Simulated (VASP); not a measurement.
Data:

```
TiC
1.0
    0.00000     2.15287     2.15287
    2.15287     0.00000     2.15287
    2.15287     2.15287     0.00000
Ti C
1 1
Cartesian
  0.00000   0.00000   0.00000
  2.15287   2.15287   2.15287
```

Level of theory: PBE GGA, VASP's PBE PAW potentials (set 64) (plane waves; VASP). Run with 620 eV cut-off, 15×15×15 Γ-centred mesh, first-order Methfessel-Paxton smearing of 0.10 eV, potentials Ti_sv C.

### Question
The ions, cell shape and volume at an external pressure of 10.0 GPa are relaxed. Which structure does the run end with?

### Answer

```
TiC
1.0
    0.00000     2.14000     2.14000
    2.14000     0.00000     2.14000
    2.14000     2.14000     0.00000
Ti C
1 1
Cartesian
  0.00000   0.00000   0.00000
  2.14000   2.14000   2.14000
```
Space group Fm-3m (225), at a tolerance of 0.03 Å.

### Question
How do energy and volume change from the first to the last step?

### Answer
The energy (σ→0) changes by +8.2 meV/atom and the volume by -1.8 %, in 3 ionic steps.

```
step  E(σ→0) (eV)  max force (eV/Å)  pressure (GPa)  volume (Å³)
----  -----------  ----------------  --------------  -----------
1        -18.7031             0.000            4.97        19.96
2        -18.6397             0.000           18.35        19.07
3        -18.6867             0.000            9.97        19.60
```

The compound is TiC in the rock salt structure. This run relaxes it under an external pressure of 10 GPa. Symmetry was kept, so distortions that lower it aren't found.
